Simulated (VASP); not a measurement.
An input for Quantum ESPRESSO's pw.x (written as the equivalent of a VASP run, and not itself run):

```
&CONTROL
  calculation = 'scf'
  pseudo_dir = './pseudo'
  outdir = './out'
  tprnfor = .true.
  tstress = .true.
/
&SYSTEM
  ibrav = 0
  nat = 2
  ntyp = 2
  ecutwfc = 96
  occupations = 'smearing'
  smearing = 'gaussian'
  degauss = 0.00735
  input_dft = 'pbesol'
/
&ELECTRONS
  conv_thr = 7.3e-08
  electron_maxstep = 100
/
ATOMIC_SPECIES
  Ga 69.723 Ga.upf
  Co 58.933 Co.upf
CELL_PARAMETERS angstrom
     2.8800000    0.0000000    0.0000000
     0.0000000    2.8800000    0.0000000
     0.0000000    0.0000000    2.8800000
ATOMIC_POSITIONS crystal
  Ga   0.4968180  0.5323060  0.4883190
  Co   0.0031820 -0.0323060  0.0116810
K_POINTS automatic
  9 9 9 0 0 0
```

### Question
Write the VASP files for the same calculation (PBEsol).

### Answer
One answer among several that fit: 
**INCAR**
```
ALGO = Normal
EDIFF = 1E-6
ENCUT = 300
GGA = PS
ISIF = 2
ISMEAR = 0
LASPH = T
LCHARG = F
LMAXMIX = 4
LREAL = F
LWAVE = F
NELM = 100
PREC = Accurate
SIGMA = 0.1
SYSTEM = CoGa
```

**KPOINTS**
```
Automatic mesh
0
Gamma
9 9 9
0 0 0
```

### POSCAR
```
CoGa
5.760
  0.5000000000   0.0000000000   0.0000000000
  0.0000000000   0.5000000000   0.0000000000
  0.0000000000   0.0000000000   0.5000000000
Ga Co
1 1
Direct
  0.4968180000   0.5323060000   0.4883190000
  0.0031820000  -0.0323060000   0.0116810000
```

POTCAR, in this order: Ga_d Co (PBE.64 set). Program: vasp_std.

Limits of the translation: the potentials are each code's own (VASP's PAW set, PseudoDojo norm-conserving files in pw.x), so ENCUT and ecutwfc are chosen apart and not converted; conv_thr bounds pw.x's estimated SCF error, while EDIFF bounds the energy change between steps.

The structure is a typed CoGa crystal. The cell was not relaxed at this level, atoms are displaced from their ideal sites. The run is one of a series of settings (GGA = PS against the base run), some of them coarse on purpose.
